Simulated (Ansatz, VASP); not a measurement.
## Two plane-wave programs on SiHg

```
CELL_PARAMETERS angstrom
3.89526 0.00000 0.00000
0.00000 3.89526 0.00000
0.00000 0.00000 2.82793
ATOMIC_POSITIONS crystal
Si 0.00000 0.00000 0.00000
Hg 0.50000 0.50000 0.00000
```

Alike in both runs: functional PBE; k mesh 14 × 14 × 18; occupations gaussian, width 0.1 eV; no spin polarisation.

Ansatz relaxed the structure, and its values are those at the end. VASP's run is a single point on that final structure, the one shown.

|  | VASP | Ansatz |
| --- | --- | --- |
| version | VASP 6.6.1 | Ansatz 0.2.0 |
| potentials or method | VASP PAW PBE potentials, release 64 (Si, Hg) | scalar-relativistic, plane waves, PAW |
| plane-wave cutoff (eV) | 520 | 420 |
| valence electrons in the cell | 16 | 24 |

Ansatz gave:

```
gap on the k mesh at the Fermi level (eV) : none
pressure (GPa)                            : 0.0
```

Question: Estimate VASP's values.

Answer: gap on the k mesh at the Fermi level (eV): none; pressure (GPa): 0.3.

A gap of «none» marks a metal or a gap that the smearing closes. The functional is the same, so the differences come from potentials, cutoffs and numerics. The two sets of potentials don't hold the same shells in valence.

Spin-orbit coupling is left out, which matters for the levels of Hg.
